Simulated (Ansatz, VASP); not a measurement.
**MoS2: VASP beside Ansatz**

Aim: how closely do two programs agree when they are given the same cell, functional and k mesh? The structure shown is the start of the Ansatz relaxation below; VASP solves that cell, so the two are compared at the walk's first step.

Method: plane waves, with VASP 6.6.1 beside it; PBEsol, in Ansatz 0.2.0.

## Step 1: Set-up

The cell holds 3 atoms: 1 Mo and 2 S. Cell: a = 3.268 Å, b = 3.268 Å, c = 29.504 Å, α = 90.0°, β = 90.0°, γ = 120.0°. Vacuum lies along c.

## Step 2: Ansatz: relaxation, PBEsol

Ansatz runs on its PAW soft_1 files.

The two programs are compared at the cell with which this relaxation starts, whose forces are those of its first step.

input.yaml reads:

```yaml
crystal:
  lattice:
    - [3.2676415726, 0.0, 0.0]
    - [-1.6338207863, 2.8298606123, 0.0]
    - [0.0, 0.0, 29.504]
  atoms:
    - { symbol: Mo, position: [0.0, 0.0, 0.3389370933] }
    - { symbol: S, position: [0.3333333333, 0.6666666667, 0.3910128549] }
    - { symbol: S, position: [0.6666666667, 0.3333333333, 0.2868613317] }
  periodic: [true, true, false]
kpoints:
  mp_grid: { grid: [15, 15, 1] }
hamiltonian:
  xc: pbesol
  pseudopotentials: { kind: paw, azcp: { folder: soft_1 }, xc_functional: pbe }
scf:
  occupations: { method: methfessel_paxton, width: 0.2 }
output:
  forces: true
  stress: true
  eigenvalues: true
relax:
  adjacent_minimum: "off"
  f_tol: 0.001
  max_steps: 60
```

The run is started by

```console
$ ansatz run input.yaml --threads 4 --pin off --max-ram 16384MiB --backend cpu --events-out ev --progress --plain --runs-dir out
```

Numbers of over 12 decimals in the logs are rounded to 6 here.

Log:

```text
Warning: output.stress: scf.convergence.dr2_threshold = 1e-9 eV (the default of a walk held to its f_tol) is looser than the 3e-10 eV advised for a printed stress (1e-10 eV for each atom of the cell: 3). What an SCF threshold leaves in a stress goes as its square root, and in the free energy as the threshold itself, and one threshold admits the most on a small cell: [figures from the program's tests cut] Every solve  [...]
Engine: ansatz 0.2.0, aarch64-unknown-linux-gnu
Pseudopotentials: kind: paw
Pseudopotential: Mo, paw, valence charge 14, recommended cutoff 420 eV (normal), soft_1/Mo.paw.azcp
Pseudopotential: S, paw, valence charge 6, recommended cutoff 420 eV (normal), soft_1/S.paw.azcp
Functional definition: PBEsol
  exchange = pbesol_x
  correlation = pbesol_c
Crystal: 3 atoms, lattice volume = 272.823 Å³
Basis set: ecut = 420 eV, 5439 PW (Γ), exchange–correlation on 48×48×400 points (8 copies of the dense FFT grid, shifted against one another)
Bands: 17, of which v1, the nominal top of the filled ones, is band 13 counted from 1 (12 counted from 0)
Symmetry: 12 space group operations
Space group: P-3m1 (ITA 164), of the structure as read, at distance tolerance 6.5e-5 Å
k-points: 27 of 225
Non-local potential: Mo, projectors of the file, l = 0: 3, l = 1: 2, l = 2: 2, l = 3: 1
Non-local potential: S, projectors of the file, l = 0: 2, l = 1: 2, l = 2: 1
PAW form: soft (Blöchl's): semilocal exchange-correlation on the pseudo side does not see the compensation charge
PAW frozen core: Mo, regenerated for the run's functional, and the local potential with it (the file was generated under x = pbe(κ = 0.804, μ = 0.219515), c = pbe(β = 0.066725))
PAW frozen core: S, regenerated for the run's functional, and the local potential with it (the file was generated under x = pbe(κ = 0.804, μ = 0.219515), c = pbe(β = 0.066725))
PAW one-centre angular grid: Mo, 590 points (default); XC on 64 Gauss nodes
PAW one-centre angular grid: S, 110 points (default); XC on 64 Gauss nodes
Initial density: superposition of atomic densities (neutral atoms: chi_scale 0, normalization atom)
Initial wavefunctions: pseudopotential atomic-orbital guess
Functional: x = pbesol(κ = 0.804, μ = 0.123457), c = pbesol(β = 0.046)
SCF iter   1: F=—  HF=-6670.938802 eV  |F-HF|=—  |Δ(HF+E_count)|=         —  Δρ=4.12e-2  dr2=7.93e0  ethr=3.10e-3  ⟨swp⟩=14.6  Hψ=4734  notcnv=0
preconditioner: auto → LDOS  [insulator: Δε(μ)=0.138 eV  Ē_g=8.630 eV  σ=0.200 eV  W_gap=0.55  n_scr=16 (ndim 8)  ℏωp=9.5 eV  f_vac=0.758  D(μ)=0.78/eV (n_scr^D=6)  ε∞_Penn≈2.2  β→1.0]
SCF iter   2: F=—  HF=-6670.824624 eV  |F-HF|=—  |Δ(HF+E_count)|=   1.14e-1  S|Δr|=    0.00e0  Δρ=4.79e-2  dr2=1.19e1  ethr=3.10e-3  ⟨swp⟩=5.4  Hψ=1763  notcnv=0
SCF iter   3: F=—  HF=-6669.275504 eV  |F-HF|=—  |Δ(HF+E_count)|=    1.55e0  S|Δr|=    0.00e0  Δρ=7.52e-3  dr2=4.70e-1  ethr=3.10e-3  ⟨swp⟩=3.9  Hψ=1368  notcnv=0
SCF iter   4: F=—  HF=-6669.218065 eV  |F-HF|=—  |Δ(HF+E_count)|=   5.74e-2  S|Δr|=    0.00e0  Δρ=3.21e-3  dr2=3.98e-2  ethr=1.81e-3  ⟨swp⟩=2.2  Hψ=854  notcnv=0
SCF iter   5: F=—  HF=-6669.214026 eV  |F-HF|=—  |Δ(HF+E_count)|=   4.04e-3  S|Δr|=    0.00e0  Δρ=6.83e-4  dr2=2.93e-3  ethr=1.53e-4  ⟨swp⟩=3.6  Hψ=994  notcnv=0
SCF iter   6: F=—  HF=-6669.213826 eV  |F-HF|=—  |Δ(HF+E_count)|=   2.00e-4  S|Δr|=    0.00e0  Δρ=1.50e-4  dr2=1.11e-4  ethr=1.13e-5  ⟨swp⟩=3.6  Hψ=1022  notcnv=0
SCF iter   7: F=—  HF=-6669.213838 eV  |F-HF|=—  |Δ(HF+E_count)|=   1.20e-5  S|Δr|=    0.00e0  Δρ=7.18e-5  dr2=3.65e-5  ethr=4.26e-7  ⟨swp⟩=2.8  Hψ=895  notcnv=0
SCF iter   8: F=—  HF=-6669.213698 eV  |F-HF|=—  |Δ(HF+E_count)|=   1.39e-4  S|Δr|=    0.00e0  Δρ=8.52e-6  dr2=2.55e-7  ethr=1.41e-7  ⟨swp⟩=3.0  Hψ=781  notcnv=0
SCF iter   9: F=-6669.213698 eV  HF=-6669.213698 eV  |F-HF|=9.42e-9  |Δ(HF+E_count)|=   5.73e-8  S|Δr|=    0.00e0  Δρ=2.75e-6  dr2=1.99e-8  ethr=3.85e-10  ⟨swp⟩=16.0  Hψ=4009  notcnv=0
SCF 1 converged in 9 iterations: F = -6669.213698 eV  dr2 = 1.99e-8
  greatest PAW one-centre occupation: 0.999 electrons in one spin orbital (limit 2), on the Mo atom at site 0 (counted from 0), in its partial waves of l = 0
relax step   1: F+E_penalty+E_count = -6669.21369811 eV  Δ(F+E_penalty+E_count) = +0.000e0 eV  max|allowed force component| = 2.367e-1 eV/Å  Δτ_max = 0.0000 Å  (9 SCF iters, dr2 threshold 1.00e-7 eV, accepted)
[...]
relax step   2: F+E_penalty+E_count = -6669.21715685 eV  Δ(F+E_penalty+E_count) = -3.459e-3 eV  max|allowed force component| = 7.894e-2 eV/Å  Δτ_max = 0.0216 Å  (5 SCF iters, dr2 threshold 3.50e-6 eV, accepted)
[...]
relax step   3: F+E_penalty+E_count = -6669.21757566 eV  Δ(F+E_penalty+E_count) = -4.188e-4 eV  max|allowed force component| = 3.935e-4 eV/Å  Δτ_max = 0.0053 Å  (4 SCF iters, dr2 threshold 3.90e-7 eV, accepted)
[...]
relax step   4: F+E_penalty+E_count = -6669.21757570 eV  Δ(F+E_penalty+E_count) = -3.932e-8 eV  max|allowed force component| = 3.409e-4 eV/Å  Δτ_max = 0.0000 Å  (3 SCF iters, accepted)
SCF converged after 3 iterations
Stability not checked: this state was not tested for a lower state beside it, because cold or Methfessel-Paxton smearing, or corrected tetrahedra, fill the levels in a way that the test cannot read (fill_not_monotonic; see scf.lower_state_search)
Free energy (F): -6669.217576 eV
Harris-Foulkes:  -6669.217576 eV  (|F-HF|=3.95e-9)
Internal energy: -6669.222569 eV  (E = F + TS)
E sigma→0 (E₀):  -6669.218824 eV
Entropy (-TS):   0.004993 eV (1.664 meV/atom)
Fermi energy:    -5.155292 eV
Step filling:    the computed levels leave a gap of 0.0517 eV = 0.3 smearing widths at the electron count; against every level under it full and every level over it empty, smearing changes F+E_penalty+E_count by +1.297 meV and its σ→0 estimate by +0.049 meV
--- Per-component energies (eV) ---
  E_band       = -577.122865
  E_kinetic    = 631.085458
  E_local      = -41327.614894  (includes V_loc(G=0)·N_el)
  E_nonlocal   = 219.190213
  E_hartree    = 20231.338388
  E_xc         = -350.086763
  E_vxc        = -382.840528  (∫ρ·V_xc dr)
  E_paw        = -4338.471051  (= ΣΔE_a)
  E_vpaw       = -179.620139  (= ΣTr[D̂ρ^β])
  E_aug_tail   = 0.000045  (compensation charges beyond the density's cutoff)
  E_ewald      = 18265.002837
  E_core_change = 0.333199  (= ΣΔE_core)
  E_smearing   = 0.004993  (= −TS)
  E_closure    = 0.000000  (closes the sum)
  Σ components = -6669.217576   (vs F -6669.217576, Δ=0.00e0)
--- Forces (eV/Å), atoms counted from 1 ---
  atom   1  Mo    -0.00000000    -0.00000000     0.00000000
  atom   2  S     -0.00000000     0.00000000     0.00034087
  atom   3  S      0.00000000     0.00000000    -0.00034087
  max |Σ_I F_I| component: 6.94e-18 eV/Å
--- 2D stress c σ (N/m, compression-positive) ---
       -3.775449       0.000000       0.000000
       -0.000000      -3.775449       0.000000
        0.000000       0.000000       0.000000
  P = ½ c Tr σ = -3.7754 N/m
--- Band table (eV; the first three rows and the last of 27) ---
  k-point 0: bands = [... 9 lower, -7.8536, -6.2243, -6.2243, -5.6955, -5.6469, -5.6469, -1.9174, -1.9174]
  k-point 1: bands = [... 9 lower, -7.6668, -6.6879, -6.5348, -5.8839, -5.3366, -5.2681, -2.1700, -1.9622]
  k-point 2: bands = [... 9 lower, -7.6806, -7.2814, -6.9541, -6.0152, -4.9333, -4.9233, -2.6259, -2.0466]
  k-point 26: bands = [... 9 lower, -8.9715, -8.9715, -8.7135, -4.7659, -4.5950, -4.5950, -2.0456, -2.0456]
--- Relaxed structure (4 steps of the walk, 4 accepted, 0 SCFs on fresh bases) ---
  F+E_penalty+E_count = -6669.21757570 eV   max|allowed force component| = 3.409e-4 eV/Å
  cell:  # Å, volume = 272.8226 Å³
    - [3.267642, 0.0, 0.0]
    - [-1.633821, 2.829861, 0.0]
    - [0.0, 0.0, 29.504]
  atoms:
    - { symbol: Mo, position: [0, 0, 0.338937] }
    - { symbol: S, position: [0.333333, 0.666667, 0.390460] }
    - { symbol: S, position: [0.666667, 0.333333, 0.287414] }
```

## Step 3: VASP: single point, PBEsol, start cell, pair 1

The same cell, functional, mesh and smearing now go to VASP, with its own data sets.

Lines of VASP's logs that name or quote its potential files are left out, and so is its time.

INCAR reads:

```
SYSTEM = MoS2
PREC = Accurate
ENCUT = 400
EDIFF = 1E-06
NELM = 120
ISMEAR = 1
SIGMA = 0.2
LREAL = .FALSE.
ALGO = Normal
GGA = PS
NBANDS = 19
LASPH = .TRUE.
LORBIT = 11
LWAVE = .FALSE.
LCHARG = .FALSE.
ISIF = 2
LDIPOL = .TRUE.
IDIPOL = 3
DIPOL = 0.5 0.5 0.339
LVHAR = .TRUE.
GGA_COMPAT = .FALSE.
NELMDL = -8
KPAR = 2
```

POSCAR reads:

```
MoS2
1.0
    3.2676415726      0.0000000000      0.0000000000
   -1.6338207863      2.8298606123      0.0000000000
    0.0000000000      0.0000000000     29.5040000000
Mo S
1 2
Direct
    0.0000000000      0.0000000000      0.3389370933
    0.3333333333      0.6666666667      0.3910128458
    0.6666666667      0.3333333333      0.2868613408
```

KPOINTS reads:

```
Automatic mesh
0
Gamma
15 15 1
0 0 0
```

PAW data sets: Mo_sv and S (PBE family, release 64).

The run is started by

```console
$ mpirun -np 2 vasp_std
```

Log:

```text
[banner, memory and clock lines left out]
running    2 mpi-ranks, on    1 nodes
 distrk:  each k-point on    1 cores,    2 groups
 distr:  one band on    1 cores,    1 groups

 POSCAR found type information on POSCAR MoS
 POSCAR found :  2 types and       3 ions
|                                                                             |
|               ----> ADVICE to this user running VASP <----                  |
|                                                                             |
|     You enforced a specific xc type in the INCAR file but a different       |
|     [... a line on the potential file left out ...]
|     I HOPE YOU KNOW WHAT YOU ARE DOING!                                     |
|                                                                             |

 LDA part: xc-table for (Slater+PW92), standard interpolation
 POSCAR, INCAR and KPOINTS ok, starting setup
 FFT: planning ... GRIDC
 FFT: planning ... GRID_SOFT
 FFT: planning ... GRID
 WAVECAR not read
 entering main loop
       N       E                     dE             d eps       ncg     rms          rms(c)
DAV:   1     0.129050473509E+03    0.12905E+03   -0.11655E+04  1458   0.831E+02
DAV:   2    -0.122362630701E+02   -0.14129E+03   -0.13843E+03  1468   0.195E+02
DAV:   3    -0.240476329752E+02   -0.11811E+02   -0.11709E+02  1405   0.524E+01
DAV:   4    -0.242032042177E+02   -0.15557E+00   -0.15505E+00  1387   0.655E+00
DAV:   5    -0.242064681955E+02   -0.32640E-02   -0.32631E-02  1407   0.929E-01
DAV:   6    -0.242065794949E+02   -0.11130E-03   -0.11130E-03  1420   0.156E-01
DAV:   7    -0.242065844802E+02   -0.49853E-05   -0.49851E-05  1418   0.295E-02
DAV:   8    -0.242065847458E+02   -0.26562E-06   -0.26581E-06  1340   0.640E-03    0.223E+01
DAV:   9    -0.230652922140E+02    0.11413E+01   -0.16534E+01  1050   0.225E+01    0.916E+00
DAV:  10    -0.228882676752E+02    0.17702E+00   -0.10919E+01  1084   0.169E+01    0.631E+00
DAV:  11    -0.224647977020E+02    0.42347E+00   -0.20936E+00  1082   0.794E+00    0.160E+00
DAV:  12    -0.224709911147E+02   -0.61934E-02   -0.98891E-02  1311   0.176E+00    0.975E-01
DAV:  13    -0.224624736121E+02    0.85175E-02   -0.59431E-02  1150   0.136E+00    0.148E-01
DAV:  14    -0.224619881095E+02    0.48550E-03   -0.22110E-03  1162   0.288E-01    0.761E-02
[...]
DAV:  19    -0.224621899996E+02   -0.76980E-04   -0.73283E-06  1292   0.121E-02    0.633E-03
DAV:  20    -0.224622280770E+02   -0.38077E-04   -0.24588E-06  1109   0.585E-03    0.241E-03
DAV:  21    -0.224622570394E+02   -0.28962E-04   -0.25189E-06  1066   0.657E-03    0.240E-03
DAV:  22    -0.224622710747E+02   -0.14035E-04   -0.51228E-07   942   0.289E-03    0.398E-04
DAV:  23    -0.224622788316E+02   -0.77569E-05   -0.18545E-07   898   0.138E-03    0.518E-04
DAV:  24    -0.224622835518E+02   -0.47202E-05   -0.11341E-07   895   0.110E-03    0.407E-04
DAV:  25    -0.224622858167E+02   -0.22649E-05   -0.40630E-08   849   0.659E-04    0.250E-04
DAV:  26    -0.224622867135E+02   -0.89672E-06   -0.18595E-08   763   0.488E-04
   1 F= -.22462287E+02 E0= -.22463769E+02  d E =0.444674E-02
```

OUTCAR, selected parts (step 3):

```text
ion  position               nearest neighbor table
   1  0.000  0.000  0.339-   3 2.43   2 2.43   3 2.43   2 2.43   3 2.43   2 2.43
   2  0.333  0.667  0.391-   1 2.43   1 2.43   1 2.43
   3  0.667  0.333  0.287-   1 2.43   1 2.43   1 2.43

  LATTYP: Found a hexagonal cell.
 ALAT       =     3.2676415726
 C/A-ratio  =     9.0291420722

 Subroutine GETGRP returns: Found 12 space group operations
 (whereof  6 operations were pure point group operations)

The static configuration has the point symmetry C_3v.
 The point group associated with its full space group is D_3d.

 Found     27 irreducible k-points:

   k-points           NKPTS =     27   k-points in BZ     NKDIM =     27   number of bands    NBANDS=     19

   dimension x,y,z NGX =    24 NGY =   24 NGZ =  192
   dimension x,y,z NGXF=    48 NGYF=   48 NGZF=  384

   ENCUT  =  400.0 eV  29.40 Ry    5.42 a.u.   5.33  5.33 48.11*2*pi/ulx,y,z

   NELECT =      26.0000    total number of electrons

 k-points in reciprocal lattice and weights: Automatic mesh
   0.00000000  0.00000000  0.00000000       0.004
   0.06666667 -0.00000000  0.00000000       0.027
   0.13333333  0.00000000  0.00000000       0.027
   0.20000000 -0.00000000  0.00000000       0.027
   0.26666667  0.00000000  0.00000000       0.027
   0.33333333 -0.00000000  0.00000000       0.027
   0.40000000  0.00000000  0.00000000       0.027
   0.46666667 -0.00000000  0.00000000       0.027
   0.06666667  0.06666667  0.00000000       0.027
[...]
0.33333333  0.26666667  0.00000000       0.053
   0.33333333  0.33333333  0.00000000       0.009

 dipolmoment           0.000000      0.000000      0.000001 electrons x Angstroem

 average (electrostatic) potential at core
       1 -84.9969       2 -94.6806       3 -94.6806

 E-fermi :  -2.6226

 k-point     1 :       0.0000    0.0000    0.0000
  band No.  band energies     occupation
    ...
     11      -3.6546      2.00000
     12      -3.6546      2.00000
     13      -3.2217      2.00019
     14      -3.0880      2.00485
     15      -3.0880      2.00485
     16       0.5544     -0.00000
     17       0.5544     -0.00000
     18       2.0299      0.00000
     19       2.1564      0.00000

 k-point     2 :       0.0667   -0.0000    0.0000
  band No.  band energies     occupation
    ...
     11      -4.1191      2.00000
     12      -3.9622      2.00000
     13      -3.3747      2.00000
     14      -2.7826      1.98016
     15      -2.7447      1.84937
     16       0.3083     -0.00000
     17       0.5124     -0.00000
     18       2.1387      0.00000
     19       2.2511      0.00000

 k-point     3 :       0.1333    0.0000    0.0000
  band No.  band energies     occupation
    ...
      9      -6.5990      2.00000
     10      -5.1279      2.00000
     11      -4.7558      2.00000
     12      -4.3774      2.00000
     13      -3.4990      2.00000
     14      -2.4209     -0.05196
     15      -2.3788     -0.07091
     16      -0.1356     -0.00000
     17       0.4342     -0.00000
     18       2.4234      0.00000
    ...

  Total       -2.6637418     -2.6637418     -0.8096585      0.0000000      0.0000000     -0.0000000
  in kB      -15.6430830    -15.6430830     -4.7547983      0.0000000      0.0000000     -0.0000000
  external PRESSURE =     -12.0136547 kB  Pullay stress =       0.0000000 kB

  energy-cutoff  :      400.00
  volume of cell :      272.82
      direct lattice vectors                 reciprocal lattice vectors
     3.267641573  0.000000000  0.000000000     0.306031117  0.176687148  0.000000000
    -1.633820786  2.829860612  0.000000000     0.000000000  0.353374295  0.000000000
     0.000000000  0.000000000 29.504000000     0.000000000  0.000000000  0.033893709

 POSITION                                       TOTAL-FORCE (eV/Angst)
 -----------------------------------------------------------------------------------
      0.00000      0.00000     10.00000        -0.000000      0.000000      0.000000
     -0.00000      1.88657     11.53644         0.000000     -0.000000     -0.227236
      1.63382      0.94329      8.46356        -0.000000     -0.000000      0.227236
 -----------------------------------------------------------------------------------
    total drift:                               -0.000000     -0.000000      0.000151

  FREE ENERGIE OF THE ION-ELECTRON SYSTEM (eV)
  ---------------------------------------------------
  free  energy   TOTEN  =       -22.4622867135 eV

  energy  without entropy=      -22.4667334497  energy(sigma->0) =      -22.46376896

 vacuum level on the upper side and lower side of the slab         2.515         2.515

 total charge
# of ion       s       p       d       tot
------------------------------------------
    1        2.291   6.206   3.853  12.351
    2        1.357   2.302   0.000   3.659
    3        1.357   2.302   0.000   3.659
--------------------------------------------------
tot          5.006  10.811   3.853  19.670

[... 3 further parts left out ...]
```

This run has no spin polarisation, so a moment on Mo, if there is one, isn't seen.

## Step 4: Comparison

Known differences besides the potentials themselves: Ansatz cuts the interaction across the vacuum, VASP repeats the sheet with a dipole correction (LDIPOL); the cutoff is 420 eV in Ansatz and 400 eV in VASP; Ansatz makes its cores anew for this functional, VASP keeps those of its PBE data sets. Total energies have different zeros and are not compared.

Forces (eV/Å; atoms numbered as in POSCAR):

```
atom        Ansatz x, y, z          VASP x, y, z
 Mo1   0.000, 0.000, 0.000   0.000, 0.000, 0.000
  S2  0.000, 0.000, -0.237  0.000, 0.000, -0.227
  S3   0.000, 0.000, 0.237   0.000, 0.000, 0.227
```

The forces differ by 4.5 meV/Å r.m.s., which is 4.2 % of the r.m.s. force of 0.107 eV/Å (both taken over all components). Where the cell holds vacuum, a pressure given here is an average over it and none of the material.

## Step 5: Ansatz: relaxation, PBEsol

The two programs are compared at the cell with which this relaxation starts, whose forces are those of its first step.

The structure compared here is the start of the Ansatz relaxation; VASP solves that cell, so the two are compared at the walk's first step.

input.yaml, the sections that differ from step 2:

```yaml
crystal:
  lattice:
    - [3.0186784053, 0.0, 0.0]
    - [-1.5093392026, 2.6951053451, 0.0]
    - [0.0, 0.0, 29.504]
  atoms:
    - { symbol: Mo, position: [0.0, 0.0, 0.3389370933] }
    - { symbol: S, position: [0.3309938377, 0.6619876754, 0.3939225708] }
    - { symbol: S, position: [0.6690061623, 0.3380123246, 0.2839516158] }
  periodic: [true, true, false]
# kpoints, hamiltonian, scf, output, relax: as in step 2
```

The run is started by

```console
$ ansatz run input.yaml --threads 4 --pin off --max-ram 16384MiB --backend cpu --events-out ev --progress --plain --runs-dir out
```

Log:

```text
[...]
Crystal: 3 atoms, lattice volume = 240.034 Å³
Basis set: ecut = 420 eV, 4655 PW (Γ), exchange–correlation on 48×48×400 points (8 copies of the dense FFT grid, shifted against one another)
Bands: 17, of which v1, the nominal top of the filled ones, is band 13 counted from 1 (12 counted from 0)
Symmetry: 4 space group operations
[...]
F+E_penalty+E_count = -6669.29133227 eV   max|allowed force component| = 1.163e-5 eV/Å
  cell:  # Å, volume = 240.0344 Å³
    - [3.0186784053, -2.8001572625536814e-11, 0.0]
    - [-1.509339202625, 2.695105, 0.0]
    - [0.0, 0.0, 29.504]
  atoms:
    - { symbol: Mo, position: [0, -1.072761700595938e-19, 0.338937] }
    - { symbol: S, position: [0.329814, 0.659627, 0.394161] }
    - { symbol: S, position: [0.670186, 0.340373, 0.283713] }
[key lines of the parts left out:]
SCF converged after 3 iterations
Free energy (F): -6669.291332 eV
Fermi energy:    -5.096458 eV
P = ½ c Tr σ = 1.9184 N/m
```

(Continued in part 2 of 2.)

[Lines on the potential files, build, host, timing and source positions are cut from VASP's logs without a mark.]

[Logs are printed without paths, hosts, clocks, repeated set-up lines and the standing remarks that a program may print on its own settings, such as how far it seeks lower states.]

[Hosts, paths, dates, database ids (printed as entryN), source tags and the programs' standing remarks are cut or masked in the printed files.]
